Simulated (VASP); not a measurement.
SrB3Pt:

```
Sr B Pt
1.0
     4.54056    0.00000    0.00000
     0.00000    4.54056    0.00000
     0.00000    0.00000    4.54056
Sr B Pt
1 3 1
Direct
  0.00000 0.00000 0.00000
  0.50000 0.00000 0.00000
  0.00000 0.50000 0.00000
  0.00000 0.00000 0.50000
  0.50000 0.50000 0.50000
```

The cell was built by a generator and needn't be a form met in nature.

```yaml
Program: VASP 6.6.1
Task: relaxation of cell and atoms
Functional: PBE
Potentials_or_basis: VASP PAW PBE potentials, release 64 (Sr_sv, B, Pt)
Cutoff: 600 eV
k_mesh: 6 × 6 × 6
Occupations: gaussian, width 0.05 eV
Spin: no spin polarisation
```

At the start: pressure 0.4 GPa; volume 18.72 Å³/atom.

Where does the relaxation end?

Over 6 steps the energy falls by 12.1 meV/atom and the volume is 18.91 Å³/atom (+1.0 %); space group Pm-3m (No. 221, to 0.05 Å).

Step by step:
| step | energy change (eV) | largest force (eV/Å) | pressure (GPa) | volume (Å³) |
| --- | --- | --- | --- | --- |
| 1 | 0.0000 | 0.0000 | 0.45 | 93.61 |
| 2 | -0.0604 | 0.0000 | 0.12 | 94.32 |
| 3 | -0.0605 | 0.0000 | 0.11 | 94.32 |
| 4 | -0.0605 | 0.0000 | 0.11 | 94.37 |
| 5 | -0.0605 | 0.0000 | 0.10 | 94.43 |
| 6 | -0.0606 | 0.0000 | 0.06 | 94.55 |

Final structure:
```xyz
5
Lattice="4.5556 0.0000 0.0000 0.0000 4.5556 0.0000 0.0000 0.0000 4.5556" Properties=species:S:1:pos:R:3 pbc="T T T"
Sr    0.0000    4.5556    4.5556
B     2.2778    4.5556    4.5556
B     0.0000    2.2778    0.0000
B     0.0000    4.5556    2.2778
Pt    2.2778    2.2778    2.2778
```
